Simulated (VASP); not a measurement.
Energy against volume of Al (fcc). All values below come from PBE GGA with D3 dispersion (Becke-Johnson damping), VASP's PBE PAW potentials (set 64) (plane waves; VASP).

```csv
V (Å³/atom),E (eV/atom)
14.791,-4.07651
15.263,-4.09082
15.735,-4.09598
16.207,-4.09320
16.679,-4.08365
```

Q: Fit a third-order Birch-Murnaghan equation of state.

A: 
```yaml
volume_per_atom: 15.79 Å³/atom
bulk_modulus: 87.8 GPa
pressure_derivative_of_the_bulk_modulus: 4.01
lattice_constant_a: 398.3 pm
```

Measured: bulk modulus 80.8 GPa at 0 K (computed value off by +8.7 %), as given by H. Levämäki et al., Physical Review B (2014), arXiv:1402.3671 [corrected for temperature and zero-point phonon effects]; a 4.018 Å at 0 K (computed value off by -0.9 %), as given by Daniel Mejia-Rodriguez et al., Physical Review B (2018), arXiv:1807.09216 [static lattice: zero-point anharmonic expansion removed].

The compound is Al in the fcc structure. It was relaxed first.
